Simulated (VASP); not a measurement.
Set up this calculation in VASP 6.6.1, as the native input.

* Task: single point
* Functional: PBE
* Potentials or basis: VASP PAW PBE potentials, release 64 (Sr_sv, Fe, Mg)
* Cutoff: 520 eV
* k mesh: 6 × 5 × 5
* Occupations: fermi-dirac, width 0.05 eV
* Spin: collinear spin, ferromagnetic start
* Starting moments: [0.0, 3.0, 0.0, 0.0, 0.0, 0.0, 0.0, 0.0] μB
* Further INCAR settings: ALGO = Normal; EDIFF = 1e-07; NBANDS = 29

The structure of SrMg6Fe lies in POSCAR:

```
SrMg6Fe
1.0
    5.0110990000      0.0000000000      0.0000000000
    0.0000000000      3.1958990000      6.1133920000
    0.0000000000     -3.1958990000      6.1133920000
Sr Fe Mg
1 1 6
Direct
    0.5038650000      0.6972270000      0.6862590000
   -0.0000360000      0.8608600000      0.8619390000
    0.5003990000      0.1548970000      0.1615810000
    0.5079880000      0.1630900000      0.6825170000
    0.5000450000      0.6856750000      0.1668360000
   -0.0041190000      0.3205500000      0.3214570000
    0.0000120000      0.2911860000      0.8251310000
   -0.0155220000      0.8025550000      0.3075540000
```

The cell comes from a database or a generator and needn't be the stable form of this composition.

The cell isn't the ideal one: atoms moved at random, drawn with an rms of 0.05 Å.

These files were run (other wordings do the same):

INCAR

```
ALGO = Normal ; EDIFF = 1E-7
ENCUT = 520 ; GGA = PE
ISIF = 2 ; ISMEAR = -1
ISPIN = 2 ; LASPH = True
LCHARG = False ; LMAXMIX = 4
LORBIT = 11 ; LREAL = False
LWAVE = False ; MAGMOM = 0 3 0 0 0 0 0 0
NBANDS = 29 ; NELM = 150
PREC = Accurate ; SIGMA = 0.05
```

KPOINTS

```
k-points
0
Gamma
  6 5 5
```

Potentials or basis: VASP PAW PBE potentials, release 64 (Sr_sv, Fe, Mg).

Run with:

```bash
$ cat potpaw_PBE.64/Sr_sv/POTCAR potpaw_PBE.64/Fe/POTCAR potpaw_PBE.64/Mg/POTCAR > POTCAR
$ mpirun -np 1 vasp_std > vasp.out
```

Results of the run:

The pressure is 0.0 GPa, the largest force is 0.390 eV/Å and the band gap on the k mesh is none (metal or under the smearing width). The net moment is 2.68 μB per cell and the site moments are Sr -0.01; Fe +2.77; Mg +0.01, -0.01 μB. The valence electrons inside the program's atomic spheres are Sr 8.07; Fe 6.75; Mg 0.36, 0.31.

It took 25 min on 1 thread of Intel(R) Xeon(R) 6975P-C (Granite Rapids) (shared host), peak memory 0.91 GiB.
